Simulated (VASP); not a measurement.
Here is the system:

```
WSe2
1.0
    1.53294    -2.65513     0.00000
    1.53294     2.65513     0.00000
    0.00000     0.00000    11.53367
W Se
2 4
Direct
  0.33333   0.66667   0.25000
  0.66667   0.33333   0.75000
  0.33333   0.66667   0.89755
  0.66667   0.33333   0.39755
  0.66667   0.33333   0.10245
  0.33333   0.66667   0.60245
```

All values below come from PBEsol GGA, VASP's PBE PAW potentials (set 64) (plane waves; VASP). Numerical set-up: 500 eV cut-off, 8×8×2 Γ-centred mesh, Gaussian smearing of 0.050 eV, potentials W_sv Se.

Without a dispersion term in the relaxation, distances and binding between the weakly bound layers, chains or molecules are unreliable, and so is what depends on them.

Task: What does the run give for the energy per atom (σ→0), pressure?

Result: 
```json
{
 "energy per atom (σ→0)": "-7455 meV/atom",
 "pressure": "30.12 GPa"
}
```

The absolute energy has meaning only against runs of the same code, potentials and settings.

The compound is WSe2 in the 2H layered structure. It was relaxed first under an external pressure of 30 GPa.
